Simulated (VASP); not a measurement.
Input:

```
SrTiO3
1.0
    3.81677     0.00000     0.00000
    0.00000     3.81677     0.00000
    0.00000     0.00000     3.81677
Sr Ti O
1 1 3
Cartesian
  0.00000   0.00000   0.00000
  1.90838   1.90838   1.90838
  1.90838   0.00000   1.90838
  0.00000   1.90838   1.90838
  1.90838   1.90838   0.00000
```

Method: PBE GGA, VASP's PBE PAW potentials (set 64) (plane waves; VASP 6.6.1). Settings: 620 eV cut-off, 6×6×6 Γ-centred mesh, Gaussian smearing of 0.050 eV, potentials Sr_sv Ti_sv O.

Energy and stress use the plane-wave basis of the starting cell.

The ions, cell shape and volume at an external pressure of 30.0 GPa are relaxed. Predict the relaxed structure.

```
SrTiO3
1.0
    3.77038     0.00000     0.00000
    0.00000     3.77038     0.00000
    0.00000     0.00000     3.77038
Sr Ti O
1 1 3
Cartesian
  0.00000   0.00000   0.00000
  1.88519   1.88519   1.88519
  1.88519   0.00000   1.88519
  0.00000   1.88519   1.88519
  1.88519   1.88519   0.00000
```
Space group Pm-3m (221), at a tolerance of 0.03 Å.

How do energy and volume change from the first to the last step?

The energy (σ→0) changes by +61.7 meV/atom and the volume by -3.6 %, in 3 ionic steps.

```json
[
 {"step": "1", "E(σ→0) (eV)": "-39.7821", "max force (eV/Å)": "0.000", "pressure (GPa)": "19.83", "volume (Å³)": "55.60"},
 {"step": "2", "E(σ→0) (eV)": "-38.5964", "max force (eV/Å)": "0.000", "pressure (GPa)": "52.11", "volume (Å³)": "50.11"},
 {"step": "3", "E(σ→0) (eV)": "-39.4737", "max force (eV/Å)": "0.000", "pressure (GPa)": "29.79", "volume (Å³)": "53.60"}
]
```

The compound is SrTiO3 in the cubic perovskite structure, the ideal cubic form; the compound distorts at low or room temperature. This run relaxes it under an external pressure of 30 GPa. Symmetry was kept, so distortions that lower it aren't found.
